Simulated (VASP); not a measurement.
Crystal: Be3CdSe4.

```
Be Cd Se
1.0
     3.79583   -0.01969    0.02043
    -0.01969    3.84817    0.05273
     0.06026    0.15552   10.99820
Be Cd Se
3 1 4
Direct
  0.48751 0.46645 0.26001
  0.50527 0.51378 0.70625
  0.97143 0.02243 0.51443
  0.98553 0.99263 0.98962
  0.51655 0.97906 0.37424
  0.97119 0.51234 0.62534
  0.48298 0.99690 0.84412
  0.01773 0.56908 0.17310
```

The cell was built by a generator and needn't be a form met in nature.

```yaml
Program: VASP 6.6.1
Task: relaxation of cell and atoms
Functional: PBE
Potentials_or_basis: VASP PAW PBE potentials, release 64 (Be, Cd, Se)
Cutoff: 520 eV
k_mesh: 5 × 5 × 2
Occupations: gaussian, width 0.05 eV
Spin: no spin polarisation
```

At the start: pressure 2.7 GPa; volume 20.08 Å³/atom.

Q: Where does the relaxation end?

A: Over 22 steps the energy falls by 192.8 meV/atom and the volume is 20.06 Å³/atom (-0.1 %); space group C2 (No. 5, to 0.05 Å).

Step by step:
```csv
step,energy change (eV),largest force (eV/Å),pressure (GPa),volume (Å³)
1,0.0000,3.5068,2.75,160.61
2,-1.0639,1.2172,-2.38,168.58
3,-1.0683,1.2040,-2.57,169.23
4,-1.3600,0.7626,-0.53,162.34
5,-1.4081,0.5631,1.04,158.41
6,-1.5040,0.2856,0.33,159.80
7,-1.5084,0.2984,0.21,160.14
8,-1.5268,0.1697,-0.18,161.00
9,-1.5286,0.1706,-0.37,161.44
10,-1.5287,0.1680,-0.34,161.37
11,-1.5338,0.1094,0.06,160.30
12,-1.5341,0.0887,0.30,159.80
13,-1.5372,0.0697,0.08,160.31
14,-1.5375,0.0927,-0.06,160.65
15,-1.5403,0.0556,-0.10,160.76
16,-1.5409,0.0619,-0.13,160.82
17,-1.5409,0.0673,-0.12,160.83
18,-1.5415,0.0405,0.13,160.21
19,-1.5416,0.0300,0.11,160.35
20,-1.5419,0.0418,-0.03,160.58
21,-1.5419,0.0392,-0.05,160.55
22,-1.5421,0.0244,0.01,160.45
```

Final structure:
```yaml
crystal:
  lattice:
    - [3.79142, 0.00126, 0.00270]
    - [-0.00066, 3.79026, -0.00001]
    - [0.00779, -0.00031, 11.16556]
  atoms:
    - { symbol: Be, position: [0.49589, 0.50686, 0.27221] }
    - { symbol: Be, position: [0.49089, 0.50654, 0.72453] }
    - { symbol: Be, position: [0.99381, 0.00424, 0.49842] }
    - { symbol: Cd, position: [0.98809, 0.00838, 0.99846] }
    - { symbol: Se, position: [0.49390, 0.00665, 0.38564] }
    - { symbol: Se, position: [0.99097, 0.50456, 0.61103] }
    - { symbol: Se, position: [0.48890, 0.00693, 0.83422] }
    - { symbol: Se, position: [0.99574, 0.50851, 0.16262] }
```
